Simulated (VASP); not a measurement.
# NbPb3 (Pm-3m) in VASP: single point with r2SCAN

Aim: the single point of NbPb3 with r2SCAN.

Program: VASP 6.6.1. These are calculated values, not measurements. Logs are shortened: lines on timing, memory, paths and dates and some standing lists are left out, and cuts for length are marked.

## 1. Starting point

The structure is cubic, space group Pm-3m (No. 221). Conventional cell: a = 4.712 Å, b = 4.712 Å, c = 4.712 Å, α = 90.00°, β = 90.00°, γ = 90.00°. Pb (site symmetry 4/mmm) has 8 Pb at 3.33 Å and 4 Nb at 3.33 Å as nearest neighbours. Around Nb (site symmetry m-3m) lie 12 Pb at 3.33 Å.

The cell was built by a generator and needn't be a form met in nature.

## 2. Single point, r2SCAN

Contents of INCAR:

```
SYSTEM = NbPb3
  ALGO = Normal
  EDIFF = 1E-6
  ENCUT = 520
  ISIF = 2
  ISMEAR = 0
  LASPH = .True.
  LCHARG = .False.
  LMIXTAU = .True.
  LREAL = .False.
  LWAVE = .False.
  METAGGA = R2SCAN
  NBANDS = 36
  NELM = 80
  PREC = Accurate
  SIGMA = 0.0179
```

Contents of KPOINTS:

```
k-points
0
Gamma
  7 7 7
  0 0 0
```

Contents of POSCAR:

```
NbPb3
1.0
    4.7122990000      0.0000000000      0.0000000000
    0.0000000000      4.7122990000      0.0000000000
    0.0000000000      0.0000000000      4.7122990000
Pb Nb
3 1
Direct
    0.0000000000      0.5000000000      0.5000000000
    0.5000000000      0.0000000000      0.5000000000
    0.5000000000      0.5000000000      0.0000000000
    0.0000000000      0.0000000000      0.0000000000
```

Potentials or basis: VASP PAW PBE potentials, release 64 (Pb_d, Nb_sv).

Command:

```sh
> cat potpaw_PBE.64/Pb_d/POTCAR potpaw_PBE.64/Nb_sv/POTCAR > POTCAR
> mpirun -np 1 vasp_std > vasp.out
```

OUTCAR:

```text
SYSTEM = NbPb3
   EDIFF = 1E-6
   ENCUT = 520
   ISIF = 2
   ISMEAR = 0
   LASPH = .True.
   LREAL = .False.
   METAGGA = R2SCAN
   NELM = 80
   PREC = Accurate

 ion  position               nearest neighbor table
   1  0.000  0.500  0.500-   2 3.33   3 3.33   4 3.33   3 3.33   4 3.33   2 3.33   4 3.33   4 3.33
                             2 3.33   3 3.33   3 3.33   2 3.33
   2  0.500  0.000  0.500-   1 3.33   3 3.33   4 3.33   3 3.33   4 3.33   1 3.33   3 3.33   3 3.33
                             1 3.33   4 3.33   4 3.33   1 3.33
   3  0.500  0.500  0.000-   1 3.33   2 3.33   4 3.33   1 3.33   2 3.33   2 3.33   4 3.33   2 3.33
                             1 3.33   4 3.33   1 3.33   4 3.33
   4  0.000  0.000  0.000-   1 3.33   2 3.33   3 3.33   1 3.33   2 3.33   1 3.33   3 3.33   1 3.33
                             2 3.33   3 3.33   2 3.33   3 3.33

  LATTYP: Found a simple cubic cell.
 ALAT       =     4.7122990000

  Lattice vectors:

 A1 = (   4.7122990000,   0.0000000000,   0.0000000000)
 A2 = (   0.0000000000,   4.7122990000,   0.0000000000)
 A3 = (   0.0000000000,   0.0000000000,   4.7122990000)

Analysis of symmetry for initial positions (statically):
=====================================================================
 Subroutine PRICEL returns:
 Original cell was already a primitive cell.

 Routine SETGRP: Setting up the symmetry group for a
 simple cubic supercell.

 Subroutine GETGRP returns: Found 48 space group operations
 (whereof 48 operations were pure point group operations)
 out of a pool of 48 trial point group operations.

The static configuration has the point symmetry O_h .

Analysis of symmetry for dynamics (positions and initial velocities):
=====================================================================
 Subroutine PRICEL returns:
 Original cell was already a primitive cell.

 Routine SETGRP: Setting up the symmetry group for a
 simple cubic supercell.

 Subroutine GETGRP returns: Found 48 space group operations
 (whereof 48 operations were pure point group operations)
 out of a pool of 48 trial point group operations.

The dynamic configuration has the point symmetry O_h .

 Subroutine INISYM returns: Found 48 space group operations
 (whereof 48 operations are pure point group operations),
 and found     1 'primitive' translations

----------------------------------------------------------------------------------------

                                     Primitive cell

[... 90 lines left out ...]
   LREAL  =      F    real-space projection
   EDIFFG = 0.1E-04   stopping-criterion for IOM
   NSW    =      0    number of steps for IOM
   IBRION =     -1    ionic relax: 0-MD 1-quasi-New 2-CG
   NFREE  =      0    steps in history (QN), initial steepest desc. (CG)
   ISIF   =      2    stress and relaxation
   ISYM   =      2    0-nonsym 1-usesym 2-fastsym
   POTIM  = 0.5000    time-step for ionic-motion
   TEBEG  =    0.0;   TEEND  =   0.0 temperature during run
   PSTRESS=    0.0 pullay stress
   NELECT =      55.0000    total number of electrons
   NUPDOWN=      -1.0000    fix difference up-down
   EMIN   =  10.00;   EMAX   =-10.00  energy-range for DOS
   EFERMI =   0.00;   METHOD = LEGACY
   ISMEAR =     0;   SIGMA  =   0.02  broadening in eV -4-tet -1-fermi 0-gaus
   EFERMI_NEDOS =   21; number of points for ismear=-14 and -15
   IALGO  =     38    algorithm
   IMIX   =      4    mixing-type and parameters
     AMIX     =   0.40;   BMIX     =  1.00
     AMIX_MAG =   1.60;   BMIX_MAG =  1.00
  volume/ion in A,a.u.               =      26.16       176.54
  Fermi-wavevector in a.u.,A,eV,Ry     =   1.321183  2.496673 23.749293  1.745524
  Thomas-Fermi vector in A             =   2.450955
   LORBIT       =      0    0 simple, 1 ext, 2 COOP (PROOUT), +10 PAW based schemes
   METAGGA = R2SCAN    functional components
   LHFCALC =     F    Hartree Fock is set to
   AEXX    =    0.0000 exact exchange contribution
   IVDW    =     0    specifies the selected vdW correction
   LEPSILON=     F    determine dielectric tensor
   LRPA    =     F    only Hartree local field effects (RPA)
 non-spin polarized calculation
 Gauss-broadening in eV      SIGMA  =   0.02
  energy-cutoff  :      520.00
  volume of cell :      104.64
 maximum number of plane-waves:      2849
 NGX is ok and might be reduce to    36
   NGX = 17   NGY = 17   NGZ = 17

 number of electron      54.9999984 magnetization

 Free energy of the ion-electron system (eV)
  ---------------------------------------------------
  ext. energy  EPLUGINS =         0.00000000
  ---------------------------------------------------
  free energy    TOTEN  =      -191.10279323 eV

  energy without entropy =     -191.10101451  energy(sigma->0) =     -191.10190387

 E-fermi :   8.7233     XC(G=0): -11.6986

 val. band max:        8.6464838186   @ k =   0.4286   0.4286   0.0000
 cond. band min:       8.7242453737   @ k =   0.1429   0.1429   0.0000
 fundamental gap:      0.0777615551
 Fermi energy:         8.7232653833

 k-point     1 :       0.0000    0.0000    0.0000
  band No.  band energies     occupation
      1     -48.8864      2.00000
      2     -24.2314      2.00000
      3     -24.2314      2.00000
      4     -24.2314      2.00000
      5      -9.2873      2.00000
      6      -9.2871      2.00000
[... 769 lines left out ...]
     35      15.1663      0.00000
     36      15.6085      0.00000

------------------------ aborting loop because EDIFF is reached ----------------------------------------

  FORCE on cell =-STRESS in cart. coord.  units (eV):
  Direction    XX          YY          ZZ          XY          YZ          ZX
  --------------------------------------------------------------------------------------
  -------------------------------------------------------------------------------------
  Total       -0.8097610     -0.8097610     -0.8097610      0.0000000     -0.0000000      0.0000000
  in kB      -12.3984940    -12.3984940    -12.3984940      0.0000000     -0.0000000      0.0000000
  external PRESSURE =     -12.3984940 kB  Pullay stress =       0.0000000 kB

 VOLUME and BASIS-vectors are now :
 -----------------------------------------------------------------------------
  energy-cutoff  :      520.00
  volume of cell :      104.64
      direct lattice vectors                 reciprocal lattice vectors
     4.712299000  0.000000000  0.000000000     0.212210643  0.000000000  0.000000000
     0.000000000  4.712299000  0.000000000     0.000000000  0.212210643  0.000000000
     0.000000000  0.000000000  4.712299000     0.000000000  0.000000000  0.212210643

 POSITION                                       TOTAL-FORCE (eV/Angst)
 -----------------------------------------------------------------------------------
      0.00000      2.35615      2.35615         0.000000      0.000000      0.000000
      2.35615      0.00000      2.35615         0.000000      0.000000      0.000000
      2.35615      2.35615      0.00000         0.000000      0.000000      0.000000
      0.00000      0.00000      0.00000         0.000000      0.000000      0.000000
 -----------------------------------------------------------------------------------
    total drift:                                0.000000      0.000000      0.000000

  FREE ENERGIE OF THE ION-ELECTRON SYSTEM (eV)
  ---------------------------------------------------
  free  energy   TOTEN  =      -191.1027932276 eV

  energy  without entropy=     -191.1010145065  energy(sigma->0) =     -191.10190387
```

OSZICAR:

```text
N       E                     dE             d eps       ncg     rms          rms(c)
DAV:   1     0.561801469909E+03    0.56180E+03   -0.27546E+04  1448   0.192E+03
DAV:   2    -0.124560598023E+03   -0.68636E+03   -0.67327E+03  1440   0.553E+02
DAV:   3    -0.202583644496E+03   -0.78023E+02   -0.76613E+02  1756   0.235E+02
[... 15 lines left out ...]
DAV:  19    -0.191102773730E+03    0.11387E-04   -0.29846E-05  1588   0.253E-02    0.394E-03
DAV:  20    -0.191102787894E+03   -0.14163E-04   -0.15652E-05  1460   0.239E-02    0.360E-03
DAV:  21    -0.191102790408E+03   -0.25138E-05   -0.10961E-06  1168   0.807E-03    0.247E-03
DAV:  22    -0.191102792632E+03   -0.22246E-05   -0.74855E-07   900   0.591E-03    0.176E-03
DAV:  23    -0.191102793228E+03   -0.59544E-06   -0.86905E-07   932   0.797E-03
   1 F= -.19110279E+03 E0= -.19110190E+03  d E =-.177872E-02
```

stdout:

```text
POSCAR found type information on POSCAR PbNb
 POSCAR found :  2 types and       4 ions
 scaLAPACK will be used
 -----------------------------------------------------------------------------
|                                                                             |
|                                                                             |
|     You enforced a specific xc type in the INCAR file but a different       |
|     I HOPE YOU KNOW WHAT YOU ARE DOING!                                     |
|                                                                             |
 -----------------------------------------------------------------------------

 LDA part: xc-table for (None), standard interpolation
 POSCAR, INCAR and KPOINTS ok, starting setup
 FFT: planning ... GRIDC
 FFT: planning ... GRID_SOFT
 FFT: planning ... GRID
 WAVECAR not read
 entering main loop
```

Run time: 3.9 min. Hardware: 1 thread of Intel Xeon Platinum 8488C (Sapphire Rapids), shared host; peak memory 0.24 GiB.

What came out:

```yaml
Free_energy: -191.1028 eV
Pressure: -1.2 GPa
Band_gap_on_the_k_mesh: none (metal or under the smearing width)
```

Caveat: the PAW data sets were made with another functional, which shifts forces and pressure a little.
